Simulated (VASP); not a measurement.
Consider the following.

```yaml
crystal:
  lattice:
    - [1.56232, -2.70602, 0.00000]
    - [1.56232, 2.70602, 0.00000]
    - [0.00000, 0.00000, 3.44977]
  atoms:
    - { symbol: Hf, position: [0.00000, 0.00000, 0.00000] }
    - { symbol: B, position: [0.33333, 0.66667, 0.50000] }
    - { symbol: B, position: [0.66667, 0.33333, 0.50000] }
```

The numbers are results of PBE GGA with D4 dispersion, VASP's PBE PAW potentials (set 64) (plane waves; VASP), not measurements. Numerical set-up: 520 eV cut-off, Gaussian smearing of 0.050 eV, potentials Hf_pv B.

Unless said otherwise, spin-orbit coupling is left out, though it shifts the bands of the heavy elements here.

Question: What does the run give for the band gap (along the path) with the smallest direct gap where there is one?

Answer: 
The band gap (along the path) is none (metal, semimetal or under 0.01 eV).

Total energies compare only between runs with the same potentials, cut-off and functional.

The compound is HfB2 in the AlB2 type structure. It was relaxed first.
